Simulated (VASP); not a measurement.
Computed with PBE GGA, VASP's PBE PAW potentials (set 64) (plane waves; VASP).

VASP input:

### INCAR
```
SYSTEM = Cd3SrO4
PREC = Accurate; ENCUT = 500; LREAL = .False.
LASPH = .True.
EDIFF = 1E-6; NELM = 100; ALGO = Normal
LMAXMIX = 4
ISMEAR = 0; SIGMA = 0.05
GGA = PE
LWAVE = .False.; LCHARG = .True.
```

KPOINTS:
```
kpoints
0
gamma
 4 4 4
```

File POSCAR:
```
Cd3SrO4
1
    4.8936984334     0.0000000000     0.0000000000
    0.0000000000     4.8936984334     0.0000000000
    0.0000000000     0.0000000000     4.8936984334
Sr O Cd
1 4 3
Direct
  0.0000000000   0.0000000000   0.0000000000
  0.5000000000   0.5000000000   0.5000000000
  0.0000000000   0.0000000000   0.5000000000
  0.0000000000   0.5000000000   0.0000000000
  0.5000000000   0.0000000000   0.0000000000
  0.5000000000   0.5000000000   0.0000000000
  0.5000000000   0.0000000000   0.5000000000
  0.0000000000   0.5000000000   0.5000000000
```

POTCAR, in this order: Sr_sv O Cd (PBE.64 set). Program: vasp_std.

Task: Predict the energy per atom (σ→0), band gap (on the k-mesh).

Result: 
```yaml
energy per atom (σ→0): -4.382 eV/atom
band gap (on the k-mesh): none (metal, semimetal or under 0.01 eV)
```

File OSZICAR:
```
...
DAV:  10    -0.350576968815E+02    0.78572E-02   -0.10886E-01   868   0.161E+00    0.677E-01
DAV:  11    -0.350585527719E+02   -0.85589E-03   -0.15955E-02   970   0.792E-01    0.215E-01
DAV:  12    -0.350582607917E+02    0.29198E-03   -0.32851E-03  1050   0.307E-01    0.864E-02
DAV:  13    -0.350583202378E+02   -0.59446E-04   -0.40224E-04   916   0.105E-01    0.281E-02
DAV:  14    -0.350583321714E+02   -0.11934E-04   -0.84196E-05  1008   0.435E-02    0.146E-02
DAV:  15    -0.350583342551E+02   -0.20837E-05   -0.58002E-06   830   0.128E-02    0.362E-03
DAV:  16    -0.350583346543E+02   -0.39922E-06   -0.10125E-06   546   0.489E-03
   1 F= -.35058335E+02 E0= -.35057556E+02  d E =-.155784E-02
```

The structure was generated: Cd3SrO4 was put into an ordered model structure (Pm-3m), which need not be its known phase. It was relaxed first. The k-mesh is coarse (spacing up to 0.32 per Å, 2π included), so the numbers may not be converged in it.
